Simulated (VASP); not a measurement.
BeSe (zinc blende):

```xyz
2
Lattice="0.0000 2.5700 2.5700 2.5700 0.0000 2.5700 2.5700 2.5700 0.0000" Properties=species:S:1:pos:R:3 pbc="T T T"
Be     0.0000     0.0000     0.0000
Se     1.2850     1.2850     1.2850
```

The lowest empty band near X, direction across the valley's axis, from PBE with spin-orbit coupling in VASP (PAW); its two spin partners are averaged. The gap over the points computed is 2.47 eV, and the next band on that side lies 1.58 eV away at the edge.

Settings: 400 eV cut-off, 10×10×10 Γ-centred mesh, Gaussian smearing of 0.050 eV, potentials Be Se.

```json
[
 {"distance from the edge in k (1/Å)": "0.018", "distance in energy (meV)": "4.6"},
 {"distance from the edge in k (1/Å)": "0.025", "distance in energy (meV)": "9.0"},
 {"distance from the edge in k (1/Å)": "0.035", "distance in energy (meV)": "17.5"},
 {"distance from the edge in k (1/Å)": "0.050", "distance in energy (meV)": "35.6"},
 {"distance from the edge in k (1/Å)": "0.070", "distance in energy (meV)": "69.6"}
]
```

Fit E(1 + αE) = ħ²k²/2m* (ħ²/2m0 = 3.810 eV Å²) and predict the row at 0.095 1/Å.

The rows don't resolve α, so a parabola serves: the electron mass is m* = 0.268 m0, and so 128.3 meV. The run gave 127.3 meV, -1.0 meV from the fit.

Left out are points under 3 meV from the edge, since the levels carry 0.1 meV, and points farther than half the way to the next band.

The compound is BeSe in the zinc blende structure. The cell was not relaxed at this level.
